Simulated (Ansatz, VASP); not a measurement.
# Ga6As6H7 (H-capped GaAs nanowire along [112]): VASP beside Ansatz, part 2 of 2

Wanted: the spread between two codes on one cell, functional and k mesh. The cell is taken from a series of runs on this material, whose earlier steps may have relaxed, scaled, displaced or heated it; both programs get it as it stands.

VASP 6.6.1 and Ansatz 0.2.0.

So far: Starting point; VASP: single point, LDA.

## 3. Ansatz: single point, LDA

Level of this step: Ansatz beside VASP: Kohn-Sham DFT, plane waves, LDA (Ansatz).

Ansatz runs on its default PAW (the set named soft_2) files.

The same cell, functional (in two slightly different forms), mesh and smearing now go to Ansatz, which takes its cutoff from its data sets.

input.yaml

```yaml
crystal:
  lattice:
    - [21.54066, 0.0, 0.0]
    - [0.0, 22.68722, 0.0]
    - [0.0, 0.0, 6.92348]
  atoms:
    - { symbol: Ga, position: [0.36021, 0.2674, 0.16816] }
    - { symbol: As, position: [0.36126, 0.30287, 0.49581] }
    - { symbol: Ga, position: [0.26766, 0.26808, 0.67] }
    - { symbol: As, position: [0.26793, 0.30218, 0.0041] }
    - { symbol: Ga, position: [0.36168, 0.69847, 0.16512] }
    - { symbol: As, position: [0.36116, 0.73395, 0.50173] }
    - { symbol: Ga, position: [0.26933, 0.41105, 0.00202] }
    - { symbol: As, position: [0.26922, 0.44757, 0.32791] }
    - { symbol: Ga, position: [0.26736, 0.55404, 0.33637] }
    - { symbol: As, position: [0.26727, 0.58921, 0.66698] }
    - { symbol: Ga, position: [0.26934, 0.69958, 0.66274] }
    - { symbol: As, position: [0.26794, 0.73481, 0.99826] }
    - { symbol: Ga, position: [0.36031, 0.41033, 0.50278] }
    - { symbol: As, position: [0.362, 0.44443, 0.83388] }
    - { symbol: Ga, position: [0.36029, 0.5552, 0.83691] }
    - { symbol: As, position: [0.36121, 0.58947, 0.16596] }
    - { symbol: Ga, position: [0.54754, 0.26748, 0.16772] }
    - { symbol: As, position: [0.54664, 0.3031, 0.4996] }
    - { symbol: Ga, position: [0.45286, 0.2687, 0.66771] }
    - { symbol: As, position: [0.45458, 0.30299, 0.99745] }
    - { symbol: Ga, position: [0.54684, 0.69798, 0.17157] }
    - { symbol: As, position: [0.5456, 0.73517, 0.49999] }
    - { symbol: Ga, position: [0.45254, 0.41169, 0.99684] }
    - { symbol: As, position: [0.45291, 0.44547, 0.33315] }
    - { symbol: Ga, position: [0.45482, 0.55428, 0.3344] }
    - { symbol: As, position: [0.4539, 0.59104, 0.66681] }
    - { symbol: Ga, position: [0.45228, 0.6995, 0.66751] }
    - { symbol: As, position: [0.45413, 0.73622, 0.9976] }
    - { symbol: Ga, position: [0.54625, 0.41125, 0.49886] }
    - { symbol: As, position: [0.54709, 0.44794, 0.83782] }
    - { symbol: Ga, position: [0.54491, 0.55576, 0.83582] }
    - { symbol: As, position: [0.54672, 0.58936, 0.16633] }
    - { symbol: Ga, position: [0.73208, 0.26791, 0.1683] }
    - { symbol: As, position: [0.73054, 0.30254, 0.49401] }
    - { symbol: Ga, position: [0.63998, 0.26594, 0.6656] }
    - { symbol: As, position: [0.6407, 0.30419, 0.99408] }
    - { symbol: Ga, position: [0.73239, 0.69993, 0.16277] }
    - { symbol: As, position: [0.73246, 0.73404, 0.50189] }
    - { symbol: Ga, position: [0.64129, 0.41234, 0.00119] }
    - { symbol: As, position: [0.63915, 0.44578, 0.32963] }
    - { symbol: Ga, position: [0.63895, 0.55518, 0.33348] }
    - { symbol: As, position: [0.64057, 0.59105, 0.6639] }
    - { symbol: Ga, position: [0.6368, 0.7004, 0.66606] }
    - { symbol: As, position: [0.64136, 0.73496, 0.00273] }
    - { symbol: Ga, position: [0.73272, 0.41135, 0.50203] }
    - { symbol: As, position: [0.73409, 0.44727, 0.83402] }
    - { symbol: Ga, position: [0.73283, 0.5542, 0.82936] }
    - { symbol: As, position: [0.73349, 0.5905, 0.16759] }
    - { symbol: H, position: [0.36164, 0.1994, 0.1634] }
    - { symbol: H, position: [0.20758, 0.29023, 0.56271] }
    - { symbol: H, position: [0.26791, 0.19812, 0.66692] }
    - { symbol: H, position: [0.21038, 0.28223, 0.10328] }
    - { symbol: H, position: [0.3614, 0.80148, 0.50078] }
    - { symbol: H, position: [0.20856, 0.4333, 0.89574] }
    - { symbol: H, position: [0.21096, 0.42435, 0.43803] }
    - { symbol: H, position: [0.20923, 0.57897, 0.23138] }
    - { symbol: H, position: [0.21092, 0.56796, 0.77109] }
    - { symbol: H, position: [0.20831, 0.72247, 0.56202] }
    - { symbol: H, position: [0.20881, 0.71215, 0.10342] }
    - { symbol: H, position: [0.26754, 0.80155, 0.99824] }
    - { symbol: H, position: [0.54544, 0.19808, 0.16691] }
    - { symbol: H, position: [0.45437, 0.19779, 0.66156] }
    - { symbol: H, position: [0.54701, 0.80197, 0.49993] }
    - { symbol: H, position: [0.45278, 0.80344, 0.00012] }
    - { symbol: H, position: [0.7914, 0.2902, 0.06171] }
    - { symbol: H, position: [0.7324, 0.19786, 0.16503] }
    - { symbol: H, position: [0.78856, 0.2807, 0.60674] }
    - { symbol: H, position: [0.63828, 0.19915, 0.66457] }
    - { symbol: H, position: [0.79096, 0.72054, 0.06059] }
    - { symbol: H, position: [0.73294, 0.80258, 0.49974] }
    - { symbol: H, position: [0.78954, 0.71173, 0.60368] }
    - { symbol: H, position: [0.64011, 0.80178, 0.00296] }
    - { symbol: H, position: [0.79127, 0.43397, 0.39462] }
    - { symbol: H, position: [0.79092, 0.42548, 0.93864] }
    - { symbol: H, position: [0.79096, 0.57806, 0.72357] }
    - { symbol: H, position: [0.79016, 0.56781, 0.26803] }
kpoints:
  mp_grid: { grid: [1, 1, 2] }
hamiltonian:
  xc: lda
scf:
  occupations: { method: gaussian, width: 0.025 }
output:
  forces: true
  populations: intrinsic
  dos:
    method: { smearing: { sigma: 0.1 } }
    de: 0.1
    projected:
      site_lists:
        As: [As]
        Ga: [Ga]
        H: [H]
        wire: [0, 1, 2, 3, 4, 5, 6, 7, 8, 9, 10, 11, 12, 13, 14, 15, 16, 17, 18, 19, 20, 21, 22, 23, 24, 25, 26, 27, 28, 29, 30, 31, 32, 33, 34, 35, 36, 37, 38, 39, 40, 41, 42, 43, 44, 45, 46, 47]
        hydrogen: [48, 49, 50, 51, 52, 53, 54, 55, 56, 57, 58, 59, 60, 61, 62, 63, 64, 65, 66, 67, 68, 69, 70, 71, 72, 73, 74, 75]
  eigenvalues: true
  write_density: true
  write_potential: true
  volumetric_format: npy
```

Launch:

```
$ ansatz run input.yaml --threads 8 --pin off --max-ram 15872MiB --backend cpu --events-out ev --progress --plain --runs-dir out
```

Numbers of over 12 decimals in the logs are rounded to 6 here.

What it wrote:

```text
Engine: ansatz 0.2.0, x86_64-unknown-linux-gnu
Pseudopotentials: kind: paw
Pseudopotential: Ga, paw, valence charge 13, recommended cutoff 420 eV (normal), Ga.paw.azcp
Pseudopotential: As, paw, valence charge 15, recommended cutoff 420 eV (normal), As.paw.azcp
Pseudopotential: H, paw, valence charge 1, recommended cutoff 420 eV (normal), H.paw.azcp
Functional definition: SPW92
  exchange = slater_x
  correlation = pw_c
Crystal: 76 atoms, lattice volume = 3383.489 Å³
Basis set: ecut = 420 eV, 66183 PW (Γ)
Bands: 426, of which v1, the nominal top of the filled ones, is band 350 counted from 1 (349 counted from 0)
Symmetry: 1 space group operations
Space group: P1 (ITA 1), of the structure as read, at distance tolerance 1.5e-4 Å
k-points: 2
Non-local potential: Ga, projectors of the file, l = 0: 2, l = 1: 2, l = 2: 3, l = 3: 1
Non-local potential: As, projectors of the file, l = 0: 2, l = 1: 2, l = 2: 3, l = 3: 1
Non-local potential: H, projectors of the file, l = 0: 2, l = 1: 1
PAW form: soft (Blöchl's): semilocal exchange-correlation on the pseudo side does not see the compensation charge
PAW frozen core: Ga, regenerated for the run's functional, and the local potential with it (the file was generated under x = pbe(κ = 0.804, μ = 0.219515), c = pbe(β = 0.066725))
PAW frozen core: As, regenerated for the run's functional, and the local potential with it (the file was generated under x = pbe(κ = 0.804, μ = 0.219515), c = pbe(β = 0.066725))
PAW one-centre angular grid: Ga, 590 points (default); XC on 64 Gauss nodes
PAW one-centre angular grid: As, 590 points (default); XC on 64 Gauss nodes
PAW one-centre angular grid: H, 110 points (default); XC on 64 Gauss nodes
Initial density: superposition of atomic densities (neutral atoms: chi_scale 0, normalization atom), corrected by the library's trained network
Initial wavefunctions: pseudopotential atomic-orbital guess
Functional: x = slater, c = lda
SCF iter   1: F=—  HF=-203974.007986 eV  |F-HF|=—  |Δ(HF+E_count)|=         —  Δρ=4.83e-3  dr2=5.93e0  ethr=1.77e-3  ⟨swp⟩=6.0  Hψ=3146  notcnv=0  defer=58
preconditioner: auto → Resta (q_TF=auto, 2.098 Å⁻¹)  ε∞=2.0  [insulator: Δε(μ)=1.928 eV  Ē_g=13.970 eV  σ=0.025 eV  W_gap=1.00  n_scr=544 (ndim 8)  ℏωp=13.7 eV  f_vac=0.596  D(μ)=0.00/eV (n_scr^D=0)  ε∞_Penn≈2.0  vacuum switching on, ρ_ref=1.4e-2 e/Å³]
SCF iter   2: F=—  HF=-203973.774133 eV  |F-HF|=—  |Δ(HF+E_count)|=   2.34e-1  Δρ=6.50e-3  dr2=3.12e1  ethr=8.48e-4  ⟨swp⟩=3.0  Hψ=1053  notcnv=0  defer=138  recentre
preconditioner: auto → LDOS  [insulator: Δε(μ)=0.039 eV  Ē_g=13.641 eV  σ=0.025 eV  W_gap=0.72  n_scr=544 (ndim 8)  ℏωp=13.7 eV  f_vac=0.594  D(μ)=24.93/eV (n_scr^D=92)  ε∞_Penn≈2.0  β→1.0]
SCF iter   3: F=—  HF=-203973.232470 eV  |F-HF|=—  |Δ(HF+E_count)|=   5.42e-1  Δρ=2.82e-3  dr2=2.92e0  ethr=8.48e-4  ⟨swp⟩=3.0  Hψ=1017  notcnv=0  defer=108
SCF iter   4: F=—  HF=-203972.667642 eV  |F-HF|=—  |Δ(HF+E_count)|=   5.65e-1  Δρ=9.75e-4  dr2=5.76e-1  ethr=4.17e-4  ⟨swp⟩=2.5  Hψ=1148  notcnv=0  defer=141
SCF iter   5: F=—  HF=-203972.609137 eV  |F-HF|=—  |Δ(HF+E_count)|=   5.85e-2  Δρ=6.44e-4  dr2=2.03e-1  ethr=8.23e-5  ⟨swp⟩=4.5  Hψ=903  notcnv=0  defer=141
SCF iter   6: F=—  HF=-203972.580231 eV  |F-HF|=—  |Δ(HF+E_count)|=   2.89e-2  Δρ=4.00e-4  dr2=7.01e-2  ethr=2.90e-5  ⟨swp⟩=2.0  Hψ=989  notcnv=0  defer=143
SCF iter   7: F=—  HF=-203972.568668 eV  |F-HF|=—  |Δ(HF+E_count)|=   1.16e-2  Δρ=2.23e-4  dr2=9.92e-3  ethr=1.00e-5  ⟨swp⟩=3.0  Hψ=853  notcnv=0  defer=143
SCF iter   8: F=—  HF=-203972.567113 eV  |F-HF|=—  |Δ(HF+E_count)|=   1.56e-3  Δρ=1.12e-4  dr2=1.70e-3  ethr=1.42e-6  ⟨swp⟩=2.0  Hψ=886  notcnv=0  defer=143
SCF iter   9: F=—  HF=-203972.566964 eV  |F-HF|=—  |Δ(HF+E_count)|=   1.49e-4  Δρ=6.08e-5  dr2=4.70e-4  ethr=2.43e-7  ⟨swp⟩=2.0  Hψ=861  notcnv=0  defer=143
SCF iter  10: F=—  HF=-203972.566927 eV  |F-HF|=—  |Δ(HF+E_count)|=   3.67e-5  Δρ=3.10e-5  dr2=3.78e-5  ethr=6.71e-8  ⟨swp⟩=2.0  Hψ=871  notcnv=0  defer=143
SCF iter  11: F=—  HF=-203972.567309 eV  |F-HF|=—  |Δ(HF+E_count)|=   3.82e-4  Δρ=1.47e-5  dr2=6.41e-6  ethr=5.40e-9  ⟨swp⟩=2.0  Hψ=973  notcnv=0  defer=143
SCF iter  12: F=—  HF=-203972.567312 eV  |F-HF|=—  |Δ(HF+E_count)|=   2.19e-6  Δρ=5.60e-6  dr2=1.93e-6  ethr=9.15e-10  ⟨swp⟩=2.0  Hψ=930  notcnv=0  defer=143
SCF iter  13: F=—  HF=-203972.567312 eV  |F-HF|=—  |Δ(HF+E_count)|=   2.28e-7  Δρ=2.23e-6  dr2=4.19e-7  ethr=2.76e-10  ⟨swp⟩=2.0  Hψ=880  notcnv=0  defer=143
SCF iter  14: F=-203972.567312 eV  HF=-203972.567312 eV  |F-HF|=9.55e-9  |Δ(HF+E_count)|=   2.12e-9  Δρ=1.16e-6  dr2=4.65e-8  ethr=1.43e-11  ⟨swp⟩=20.0  Hψ=7020  notcnv=0
SCF 1 converged in 14 iterations: F = -203972.567312 eV  dr2 = 4.65e-8
  greatest PAW one-centre occupation: 0.999 electrons in one spin orbital (limit 2), on the As atom at site 37 (counted from 0), in its partial waves of l = 2
[...]
k-point 1: bands = [... 346 lower, -1.0575, -1.0220, -0.9778, -0.9331, 0.2713, 0.3028, 0.7948, 0.8062, ... 72 higher]
--- intrinsic populations: 76 sites ---
  site symbol       q [e]
     0     Ga     13.0007
     1     As     15.0246
     2     Ga     13.0661
     3     As     14.9683
     4     Ga     12.9945
     5     As     14.9757
     6     Ga     13.0283
     7     As     14.9507
     8     Ga     13.0198
     9     As     14.9682
    10     Ga     13.0069
    11     As     14.8920
    12     Ga     13.0023
    13     As     15.0030
    14     Ga     13.0048
    15     As     15.0227
    16     Ga     13.0056
    17     As     15.0233
    18     Ga     13.0184
    19     As     15.0193
    20     Ga     13.0009
    21     As     14.9682
    22     Ga     13.0079
    23     As     14.9987
[...]
68      H      1.0635
    69      H      0.9459
    70      H      0.9166
    71      H      0.9514
    72      H      1.0748
    73      H      0.9217
    74      H      1.0760
    75      H      0.9231
  spilling = 0.000000 (of n_electrons = 700.000000)
```

The column dr2 measures how far the density is from self-consistency, as an energy; F and HF (Harris–Foulkes) agree once it is small.

## 4. Side by side

Known differences besides the potentials themselves: the data sets hold 700 valence electrons in Ansatz (on its default PAW (the set named soft_2) files) and 460 in VASP; the cutoff is 420 eV in Ansatz and 400 eV in VASP (PREC = Accurate, projectors in real space); VASP's log shows a relativistic correction to its local exchange, Ansatz's none. Total energies have different zeros and are not compared.

The two programs side by side:

```
              quantity  Ansatz   VASP  difference
gap on the k mesh (eV)   0.400  0.402      -0.002
```

Forces on 10 of the 76 atoms, those with the largest forces and the largest differences (eV/Å; atoms numbered as in POSCAR):

```
atom          Ansatz x, y, z            VASP x, y, z
 Ga4  -0.783, -0.612, -0.482  -0.789, -0.613, -0.487
 Ga6  -1.050, -0.521, -0.085  -1.061, -0.525, -0.079
As26    1.081, 0.833, -0.504    1.165, 0.860, -0.552
As29    1.185, 0.884, -0.161    1.263, 0.916, -0.207
As43   -0.949, 0.329, -0.579   -1.021, 0.305, -0.621
As47   -0.927, 0.293, -0.221   -0.986, 0.315, -0.260
As48   -1.238, 0.579, -0.487   -1.312, 0.605, -0.531
 H52   -0.358, -0.065, 0.278   -0.453, -0.100, 0.330
 H57   -0.315, -0.042, 0.223   -0.405, -0.078, 0.276
 H76    0.232, -0.004, 0.217    0.319, -0.041, 0.267
```

The forces differ by 30 meV/Å r.m.s., which is 7.2 % of the r.m.s. force of 0.410 eV/Å (both taken over all components). A gap on the mesh is an upper bound, since the band edges may lie between its points. With vacuum in the cell, a pressure given here is an average over mostly empty space and none of the material.

## 5. Outcome

```
r.m.s. force difference (single point, LDA) : 7.2 % of the r.m.s. force
```

In words: The r.m.s. force difference is 7.2 % of the r.m.s. force (single point, LDA), beyond the 3 % picked in this series as the mark of a large difference. The data sets hold unlike numbers of valence electrons (700 in Ansatz and 460 in VASP), so part of the differences comes from the potentials. What causes the difference of the single point, LDA pair stays open here. Such differences can come from data sets, numerical settings and the points named under the comparisons, not from the functional's error against experiment.

[Lines on the potential files, build, host, timing and source positions are cut from VASP's logs without a mark.]

[Logs are printed without paths, hosts, clocks, repeated set-up lines and the standing remarks that a program may print on its own settings, such as how far it seeks lower states.]

[Hosts, paths, dates, database ids (printed as entryN), source tags and the programs' standing remarks are cut or masked in the printed files.]
